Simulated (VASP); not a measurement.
The system is Si2C.

```xyz
3
Lattice="3.3797 0.0000 0.0000 -1.6899 2.9269 0.0000 0.0000 0.0000 4.6533" Properties=species:S:1:pos:R:3 pbc="T T T"
Si    0.0000    1.9513    3.4916
Si    0.0000    1.9513    1.1617
C     0.0000    0.0000    0.0000
```

The cell was built by a generator and needn't be a form met in nature.

| Quantity | Value |
| --- | --- |
| Program | VASP 6.6.1 |
| Task | relaxation of cell and atoms |
| Functional | rSCAN |
| Potentials or basis | VASP PAW PBE potentials, release 64 (Si, C) |
| Cutoff | 600 eV |
| k mesh | 9 × 9 × 6 |
| Occupations | gaussian, width 0.05 eV |
| Spin | no spin polarisation |

At the start: pressure -15.2 GPa; volume 15.34 Å³/atom.

Q: How do energy, volume and symmetry change on relaxing?

A: Over 26 steps the energy falls by 548.4 meV/atom and the volume is 11.47 Å³/atom (-25.3 %); space group P-6m2 (No. 187, to 0.05 Å).

Step by step:
| step | energy change (eV) | largest force (eV/Å) | pressure (GPa) | volume (Å³) |
| --- | --- | --- | --- | --- |
| 1 | 0.0000 | 0.4375 | -15.24 | 46.03 |
| 2 | -1.5247 | 0.5599 | -9.84 | 36.68 |
| 3 | -1.5862 | 0.9124 | -6.81 | 35.37 |
| 4 | -1.5340 | 1.7321 | 2.25 | 32.81 |
| 5 | -1.5971 | 1.1134 | -4.77 | 34.69 |
| 6 | -1.4899 | 2.2187 | 12.65 | 32.11 |
| 7 | -1.6348 | 0.1357 | 0.48 | 33.76 |
| 8 | -1.6349 | 0.1120 | 0.61 | 33.75 |
| 9 | -1.6349 | 0.0897 | 0.72 | 33.73 |
| 10 | -1.6370 | 0.0337 | 0.34 | 33.90 |
| 11 | -1.6407 | 0.2012 | -0.69 | 34.41 |
| 12 | -1.6409 | 0.1208 | -0.35 | 34.27 |
| 13 | -1.6410 | 0.1631 | -0.53 | 34.34 |
| 14 | -1.6414 | 0.1597 | -0.65 | 34.37 |
| 15 | -1.6422 | 0.1116 | -0.80 | 34.46 |
| 16 | -1.6434 | 0.0233 | -1.00 | 34.65 |
| 17 | -1.6399 | 0.1527 | -1.95 | 35.01 |
| 18 | -1.6437 | 0.0489 | -1.15 | 34.72 |
| 19 | -1.6441 | 0.0332 | -0.95 | 34.67 |
| 20 | -1.6449 | 0.0143 | -0.39 | 34.53 |
| 21 | -1.6443 | 0.1069 | 0.65 | 34.25 |
| 22 | -1.6450 | 0.0403 | -0.11 | 34.45 |
| 23 | -1.6451 | 0.0214 | -0.12 | 34.44 |
| 24 | -1.6451 | 0.0177 | -0.13 | 34.42 |
| 25 | -1.6451 | 0.0029 | -0.13 | 34.43 |
| 26 | -1.6451 | 0.0004 | -0.06 | 34.41 |

Final structure:
```
CELL_PARAMETERS angstrom
2.85105 0.00000 0.00000
-1.42553 2.46908 0.00000
0.00000 0.00000 4.88784
ATOMIC_POSITIONS crystal
Si 0.33333 0.66667 0.75492
Si 0.33333 0.66667 0.24508
C 0.00000 0.00000 0.00000
```

Caveat: the volume moved by over 15 % at a fixed basis, so the end points are rough; the PAW data sets were made with another functional, which shifts forces and pressure a little.
